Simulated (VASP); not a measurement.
Given:

```
CELL_PARAMETERS angstrom
      1.72117    -2.98115     0.00000
      1.72117     2.98115     0.00000
      0.00000     0.00000     5.76669
ATOMIC_POSITIONS crystal
  Ti 0.00000 0.00000 0.00000
  Se 0.33333 0.66667 0.26664
  Se 0.66667 0.33333 0.73336
```

Level of theory: LDA (Ceperley-Alder, Perdew-Zunger) with spin-orbit coupling, VASP's LDA PAW potentials (set 64) (plane waves; VASP). Settings: 400 eV cut-off, 9×9×5 Γ-centred mesh, Gaussian smearing of 0.050 eV, potentials Ti_sv Se.

Task: Predict the energy per atom (σ→0), band gap (over mesh and band path) with the smallest direct gap where there is one.

Result: 
The band gap (over mesh and band path) is none (metal, semimetal or under 0.01 eV) and the energy per atom (σ→0) comes out as -6.796 eV/atom.

Total energies compare only between runs with the same potentials, cut-off and functional.

The compound is TiSe2 in the 1T layered structure. It was relaxed first, which changed the volume by -9 %.
